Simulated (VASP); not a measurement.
All values below come from vdW-DF-cx, VASP's PBE PAW potentials (set 64) (plane waves; VASP).

VASP ran on this input.

### INCAR
```
# general
SYSTEM  =AuZn
PREC    =Accurate
ENCUT   =520
LREAL   =.False.
LASPH   =.True.

# electronic loop
EDIFF   =1E-6
NELM    =100
ALGO    =Normal
LMAXMIX =6

# smearing
ISMEAR  =1
SIGMA   =0.1

# functional
GGA     =CX
LUSE_VDW=.True.
AGGAC   =0.0

# ions
IBRION  =2
NSW     =60
ISIF    =3
EDIFFG  =-0.01

# output
LWAVE   =.False.
LCHARG  =.False.
```

File POSCAR:
```
AuZn
1
    3.1500000000     0.0000000000     0.0000000000
    0.0000000000     3.1500000000     0.0000000000
    0.0000000000     0.0000000000     3.1500000000
Zn Au
1 1
Direct
  0.5000000000   0.5000000000   0.5000000000
  0.0000000000   0.0000000000   0.0000000000
```

KPOINTS:
```
Automatic mesh
0
Gamma
  10 10 10
```

POTCAR, in this order: Zn Au (PBE.64 set). Program: vasp_std.

Output of the run:

File OSZICAR:
```
       N       E                     dE             d eps       ncg     rms          rms(c)
DAV:   1     0.131490561466E+03    0.13149E+03   -0.11803E+04  1728   0.197E+03
DAV:   2     0.404432022183E+01   -0.12745E+03   -0.12343E+03  1792   0.345E+02
DAV:   3    -0.198581830446E-01   -0.40642E+01   -0.40501E+01  1995   0.698E+01
DAV:   4    -0.458449911380E-01   -0.25987E-01   -0.25985E-01  1960   0.493E+00
DAV:   5    -0.461281527359E-01   -0.28316E-03   -0.28316E-03  2051   0.528E-01    0.855E+00
DAV:   6     0.433233802024E+00    0.47936E+00   -0.17090E+00  1743   0.156E+01    0.528E+00
DAV:   7     0.458506186966E+00    0.25272E-01   -0.38325E-02  2220   0.449E+00    0.284E+00
DAV:   8     0.467125767825E+00    0.86196E-02   -0.99953E-03  1904   0.119E+00    0.136E-01
DAV:   9     0.467105542427E+00   -0.20225E-04   -0.36372E-04  2109   0.291E-01    0.675E-02
DAV:  10     0.467089378551E+00   -0.16164E-04   -0.50087E-05  2092   0.130E-01    0.172E-02
DAV:  11     0.467089520941E+00    0.14239E-06   -0.11585E-05  1869   0.876E-02    0.408E-03
DAV:  12     0.467089575318E+00    0.54376E-07   -0.23059E-07   973   0.133E-02
   1 F= 0.46708958E+00 E0= 0.46715499E+00  d E =0.467090E+00
       N       E                     dE             d eps       ncg     rms          rms(c)
DAV:   1     0.341488711925E+00   -0.12560E+00   -0.18359E+00  1722   0.250E+01    0.234E+00
DAV:   2     0.457892121332E+00    0.11640E+00   -0.39797E-01  1953   0.156E+01    0.783E-01
DAV:   3     0.464633388192E+00    0.67413E-02   -0.16836E-02  1715   0.155E+00    0.514E-01
DAV:   4     0.466468592087E+00    0.18352E-02   -0.95863E-04  2507   0.108E+00    0.244E-01
DAV:   5     0.467133127578E+00    0.66454E-03   -0.47912E-04  2254   0.396E-01    0.212E-02
DAV:   6     0.467132087745E+00   -0.10398E-05   -0.69591E-05  1799   0.114E-01    0.832E-03
DAV:   7     0.467131885931E+00   -0.20181E-06   -0.12388E-06  1092   0.446E-02
   2 F= 0.46713189E+00 E0= 0.46720023E+00  d E =0.423106E-04
       N       E                     dE             d eps       ncg     rms          rms(c)
DAV:   1     0.435140754997E+00   -0.31991E-01   -0.45452E-01  1701   0.128E+01    0.115E+00
DAV:   2     0.463309025951E+00    0.28168E-01   -0.92581E-02  1939   0.685E+00    0.418E-01
DAV:   3     0.465080694293E+00    0.17717E-02   -0.35588E-03  1729   0.634E-01    0.272E-01
DAV:   4     0.465627266560E+00    0.54657E-03   -0.35839E-04  2488   0.549E-01    0.807E-02
DAV:   5     0.465705168091E+00    0.77902E-04   -0.97655E-05  1891   0.118E-01    0.859E-03
DAV:   6     0.465704537966E+00   -0.63013E-06   -0.71216E-06  1750   0.373E-02
   3 F= 0.46570454E+00 E0= 0.46577387E+00  d E =-.138504E-02
```

**OUTCAR**
```
------------------------ aborting loop because EDIFF is reached ----------------------------------------
  FORCE on cell =-STRESS in cart. coord.  units (eV):
  Direction    XX          YY          ZZ          XY          YZ          ZX
  --------------------------------------------------------------------------------------
  Total        0.0138293      0.0138293      0.0138293     -0.0000000      0.0000000     -0.0000000
  in kB        0.7162090      0.7162090      0.7162090     -0.0000000      0.0000000     -0.0000000
  external PRESSURE =       0.7162090 kB  Pullay stress =       0.0000000 kB
  volume of cell :       30.94
      direct lattice vectors                 reciprocal lattice vectors
     3.139232584 -0.000000000  0.000000000     0.318549191 -0.000000000  0.000000000
     0.000000000  3.139232584  0.000000000     0.000000000  0.318549191  0.000000000
    -0.000000000 -0.000000000  3.139232584    -0.000000000 -0.000000000  0.318549191
 POSITION                                       TOTAL-FORCE (eV/Angst)
 -----------------------------------------------------------------------------------
      1.56962      1.56962      1.56962        -0.000000     -0.000000      0.000000
      0.00000      0.00000      0.00000         0.000000      0.000000      0.000000
 -----------------------------------------------------------------------------------
    total drift:                                0.000000      0.000000     -0.000000
  FREE ENERGIE OF THE ION-ELECTRON SYSTEM (eV)
  ---------------------------------------------------
  free  energy   TOTEN  =         0.4657045380 eV

  energy  without entropy=        0.4659125395  energy(sigma->0) =        0.46577387

 reached required accuracy - stopping structural energy minimisation
```
(Selected blocks of OUTCAR.)

### CONTCAR
```
AuZn
   1.00000000000000
     3.1392325839334609   -0.0000000000000000    0.0000000000000000
     0.0000000000000000    3.1392325839334609    0.0000000000000000
    -0.0000000000000000   -0.0000000000000000    3.1392325839334609
  Zn              Au
     1     1
Direct
     0.5000000000000000    0.5000000000000000    0.5000000000000000
     0.0000000000000000    0.0000000000000000    0.0000000000000000
```

The compound is AuZn in the CsCl type structure. This run relaxes it. Symmetry was kept, so distortions that lower it aren't found. The electron count is odd and the run is not spin-polarised, which forces a metal.
